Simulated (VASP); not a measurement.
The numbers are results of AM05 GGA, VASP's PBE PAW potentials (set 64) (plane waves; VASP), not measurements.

A VASP calculation is set up with these files.

### POSCAR
```
SrTiO3
1
    3.9006705013     0.0000000000     0.0000000000
    0.0000000000     3.9006705013     0.0000000000
    0.0000000000     0.0000000000     3.9006705013
Sr Ti O
1 1 3
Direct
  0.0000000000   0.0000000000   0.0000000000
  0.5000000000   0.5000000000   0.5000000000
  0.5000000000   0.0000000000   0.5000000000
  0.0000000000   0.5000000000   0.5000000000
  0.5000000000   0.5000000000   0.0000000000
```

### INCAR
```
SYSTEM = SrTiO3
PREC = Accurate
ENCUT = 520
EDIFF = 1E-7
NELM = 100
ALGO = Normal
LREAL = .FALSE.
LASPH = .TRUE.
ISMEAR = 0
SIGMA = 0.05
GGA = AM
LMAXMIX = 4
LWAVE = .FALSE.
LCHARG = .FALSE.
LORBIT = 11
ICHARG = 11
```

File KPOINTS:
```
k-points along high-symmetry lines
15
Line-mode
Reciprocal
  0.000000   0.000000   0.000000 ! GAMMA
  0.000000   0.500000   0.000000 ! X

  0.000000   0.500000   0.000000 ! X
  0.500000   0.500000   0.000000 ! M

  0.500000   0.500000   0.000000 ! M
  0.000000   0.000000   0.000000 ! GAMMA

  0.000000   0.000000   0.000000 ! GAMMA
  0.500000   0.500000   0.500000 ! R

  0.500000   0.500000   0.500000 ! R
  0.000000   0.500000   0.000000 ! X

  0.500000   0.500000   0.500000 ! R
  0.500000   0.500000   0.000000 ! M
```

POTCAR, in this order: Sr_sv Ti_sv O (PBE.64 set). Program: vasp_std. Read from the step before: CHGCAR.

The run wrote:

OUTCAR:
```
 ion  position               nearest neighbor table
   1  0.000  0.000  0.000-   3 2.76   4 2.76   5 2.76   3 2.76   4 2.76   4 2.76   5 2.76   4 2.76
                             3 2.76   5 2.76   3 2.76   5 2.76   2 3.38   2 3.38   2 3.38   2 3.38
   2  0.500  0.500  0.500-   3 1.95   4 1.95   5 1.95   5 1.95   3 1.95   4 1.95   1 3.38   1 3.38
                             1 3.38   1 3.38   1 3.38   1 3.38   1 3.38   1 3.38
   3  0.500  0.000  0.500-   2 1.95   2 1.95   1 2.76   1 2.76   1 2.76   1 2.76
   4  0.000  0.500  0.500-   2 1.95   2 1.95   1 2.76   1 2.76   1 2.76   1 2.76
   5  0.500  0.500  0.000-   2 1.95   2 1.95   1 2.76   1 2.76   1 2.76   1 2.76
  LATTYP: Found a simple cubic cell.
 ALAT       =     3.9006705013
 Subroutine PRICEL returns:
 Original cell was already a primitive cell.
 Subroutine GETGRP returns: Found 48 space group operations
The static configuration has the point symmetry O_h .
The dynamic configuration has the point symmetry O_h .
 Subroutine INISYM returns: Found 48 space group operations
   k-points           NKPTS =     90   k-points in BZ     NKDIM =     90   number of bands    NBANDS=     24
   number of dos      NEDOS =    301   number of ions     NIONS =      5
   total plane-waves  NPLWV =  27000
   dimension x,y,z NGX =    30 NGY =   30 NGZ =   30
   dimension x,y,z NGXF=    60 NGYF=   60 NGZF=   60
   ions per type =               1   1   3
   PREC   = accura    normal or accurate (medium, high low for compatibility)
   ISTART =      0    job   : 0-new  1-cont  2-samecut
   ICHARG =     11    charge: 1-file 2-atom 10-const
   ISPIN  =      1    spin polarized calculation?
   LNONCOLLINEAR =      F non collinear calculations
   LSORBIT =      F    spin-orbit coupling
   INIWAV =      1    electr: 0-lowe 1-rand  2-diag
   ENCUT  =  520.0 eV  38.22 Ry    6.18 a.u.   7.25  7.25  7.25*2*pi/ulx,y,z
   NELM   =    100;   NELMIN=  2; NELMDL= -5     # of ELM steps
   EDIFF  = 0.1E-06   stopping-criterion for ELM
   LREAL  =      F    real-space projection
   NLSPLINE    = F    spline interpolate recip. space projectors
   LMAXMIX     =    4 max onsite mixed and CHGCAR
   VOSKOWN=      0    Vosko Wilk Nusair interpolation
   EDIFFG = 0.1E-05   stopping-criterion for IOM
   NSW    =      0    number of steps for IOM
   NBLOCK =      1;   KBLOCK =      1    inner block; outer block
   IBRION =     -1    ionic relax: 0-MD 1-quasi-New 2-CG
   NFREE  =      0    steps in history (QN), initial steepest desc. (CG)
   ISIF   =      2    stress and relaxation
   ISYM   =      2    0-nonsym 1-usesym 2-fastsym
   TEIN   =    0.0    initial temperature
   TEBEG  =    0.0;   TEEND  =   0.0 temperature during run
   SMASS  =  -3.00    Nose mass-parameter (am)
   PSTRESS=    0.0 pullay stress
   NELECT =      40.0000    total number of electrons
   EFERMI =   0.00;   METHOD = LEGACY
   ISMEAR =     0;   SIGMA  =   0.05  broadening in eV -4-tet -1-fermi 0-gaus
   IALGO  =     38    algorithm
   LDIAG  =      T    sub-space diagonalisation (order eigenvalues)
   IMIX   =      4    mixing-type and parameters
     AMIX     =   0.40;   BMIX     =  1.00
     AMIX_MAG =   1.60;   BMIX_MAG =  1.00
     AMIN     =   0.10
   GGA     = AM    functional components
   VOSKOWN =     0    Vosko Wilk Nusair interpolation
   LHFCALC =     F    Hartree Fock is set to
   LHFONE  =     F    Hartree Fock one center treatment
   AEXX    =    0.0000 exact exchange contribution
   IVDW    =     0    specifies the selected vdW correction
   LEPSILON=     F    determine dielectric tensor
   LRPA    =     F    only Hartree local field effects (RPA)
  energy-cutoff  :      520.00
  volume of cell :       59.35
      direct lattice vectors                 reciprocal lattice vectors
     3.900670501  0.000000000  0.000000000     0.256366181  0.000000000  0.000000000
     0.000000000  3.900670501  0.000000000     0.000000000  0.256366181  0.000000000
     0.000000000  0.000000000  3.900670501     0.000000000  0.000000000  0.256366181
 k-point     1 :   0.0000 0.0000 0.0000  plane waves:    1575
 k-point     2 :   0.0000 0.0357 0.0000  plane waves:    1587
 k-point     3 :   0.0000 0.0714 0.0000  plane waves:    1591
 k-point     4 :   0.0000 0.1071 0.0000  plane waves:    1599
 k-point     5 :   0.0000 0.1429 0.0000  plane waves:    1607
...
```

File OSZICAR:
```
       N       E                     dE             d eps       ncg     rms          rms(c)
DAV:   1     0.415696727591E+03    0.41570E+03   -0.22372E+04  4320   0.188E+03
DAV:   2     0.107239188667E+02   -0.40497E+03   -0.39839E+03  4768   0.493E+02
DAV:   3    -0.374458862792E+02   -0.48170E+02   -0.46031E+02  7088   0.142E+02
DAV:   4    -0.394527791812E+02   -0.20069E+01   -0.20054E+01  5408   0.283E+01
DAV:   5    -0.395233707854E+02   -0.70592E-01   -0.70590E-01  6272   0.446E+00
DAV:   6    -0.395244191520E+02   -0.10484E-02   -0.10484E-02  5704   0.535E-01
DAV:   7    -0.395244429048E+02   -0.23753E-04   -0.23753E-04  6296   0.723E-02
DAV:   8    -0.395244432993E+02   -0.39459E-06   -0.39458E-06  5664   0.852E-03
DAV:   9    -0.395244433069E+02   -0.75815E-08   -0.75452E-08  4232   0.125E-03
   1 F= -.39524443E+02 E0= -.39524443E+02  d E =-.945785E-11
```

OUTCAR:
```
 val. band max:        4.1136622079   @ k =   0.5000   0.5000   0.5000

 cond. band min:       5.9201147150   @ k =   0.0000   0.0000   0.0000



 k-point     1 :       0.0000    0.0000    0.0000
  band No.  band energies     occupation
      1     -51.9747      2.00000
      2     -28.5479      2.00000
      3     -28.4100      2.00000
      4     -28.4100      2.00000
      5     -28.4100      2.00000
      6     -13.1986      2.00000
      7     -12.1907      2.00000
      8     -12.1907      2.00000
      9     -10.5803      2.00000
     10     -10.5803      2.00000
     11     -10.5803      2.00000
     12       1.2654      2.00000
     13       1.2654      2.00000
     14       1.2654      2.00000
     15       2.9266      2.00000
     16       2.9266      2.00000
     17       2.9266      2.00000
     18       3.7593      2.00000
     19       3.7593      2.00000
     20       3.7593      2.00000
     21       5.9201      0.00000
     22       5.9201      0.00000
     23       5.9201      0.00000
     24       8.4618      0.00000

 k-point     2 :       0.0000    0.0357    0.0000
  band No.  band energies     occupation
      1     -51.9747      2.00000
      2     -28.5488      2.00000
      3     -28.4099      2.00000
      4     -28.4099      2.00000
      5     -28.4096      2.00000
      6     -13.1988      2.00000
      7     -12.1926      2.00000
      8     -12.1903      2.00000
      9     -10.5797      2.00000
     10     -10.5797      2.00000
     11     -10.5701      2.00000
     12       1.2477      2.00000
     13       1.2643      2.00000
     14       1.2643      2.00000
     15       2.9079      2.00000
     16       2.9079      2.00000
     17       2.9140      2.00000
     18       3.7137      2.00000
     19       3.7487      2.00000
     20       3.7487      2.00000
     21       5.9222      0.00000
     22       5.9537      0.00000
     23       5.9537      0.00000
     24       8.4628      0.00000

...
```

The density is held fixed in this step, so its total energy and stress have no physical meaning.

The compound is SrTiO3 in the cubic perovskite structure, the ideal cubic form; the compound distorts at low or room temperature. It was relaxed first.
